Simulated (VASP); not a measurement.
An input for Quantum ESPRESSO's pw.x (written as the equivalent of a VASP run, and not itself run):

```
&CONTROL
  calculation = 'vc-relax'
  pseudo_dir = './pseudo'
  outdir = './out'
  tprnfor = .true.
  tstress = .true.
  nstep = 30
  forc_conv_thr = 0.00039
/
&SYSTEM
  ibrav = 0
  nat = 4
  ntyp = 2
  ecutwfc = 82
  occupations = 'smearing'
  smearing = 'gaussian'
  degauss = 0.003675
  input_dft = 'rpbe'
/
&ELECTRONS
  conv_thr = 7.3e-09
  electron_maxstep = 100
/
&IONS
/
&CELL
  cell_dofree = 'shape'
/
ATOMIC_SPECIES
  Ag 107.868 Ag.upf
  I 126.904 I.upf
CELL_PARAMETERS angstrom
     2.4482910   -4.2405648    0.0000000
     2.4482910    4.2405648    0.0000000
     0.0000000    0.0000000    8.0033113
ATOMIC_POSITIONS crystal
  Ag   0.6666670  0.3333330  0.5001454
  Ag   0.3333330  0.6666670  0.0001454
  I    0.6666670  0.3333330  0.8748546
  I    0.3333330  0.6666670  0.3748546
K_POINTS automatic
  5 5 3 0 0 0
```

Task: Translate this input to VASP (INCAR, KPOINTS, POSCAR, choice of POTCAR).

Result: One answer among several that fit: 
**KPOINTS**
```
kpoints
0
G
 5 5 3
```

File POSCAR:
```
AgI
1
    2.4482909769    -4.2405648241     0.0000000000
    2.4482909769     4.2405648241     0.0000000000
    0.0000000000     0.0000000000     8.0033113156
Ag I
2 2
Direct
  0.6666670000   0.3333330000   0.5001454028
  0.3333330000   0.6666670000   0.0001454028
  0.6666670000   0.3333330000   0.8748545972
  0.3333330000   0.6666670000   0.3748545972
```

INCAR:
```
SYSTEM = AgI
PREC = Accurate
ENCUT = 520
EDIFF = 1E-7
NELM = 100
ALGO = Normal
LREAL = .FALSE.
LASPH = .TRUE.
ISMEAR = 0
SIGMA = 0.05
GGA = RP
LMAXMIX = 4
LWAVE = .FALSE.
LCHARG = .FALSE.
ISIF = 4
IBRION = 2
NSW = 30
EDIFFG = -0.01
```

POTCAR, in this order: Ag I (PBE.64 set). Program: vasp_std.

The two are equivalent in intent, not identical: the potentials are each code's own (VASP's PAW set, PseudoDojo norm-conserving files in pw.x), so ENCUT and ecutwfc are chosen apart and not converted; conv_thr bounds pw.x's estimated SCF error, while EDIFF bounds the energy change between steps; forc_conv_thr acts on force components and is met together with etot_conv_thr.

The compound is AgI in the wurtzite structure. This cell is one point of a volume scan, at 1.06 of the reference volume.
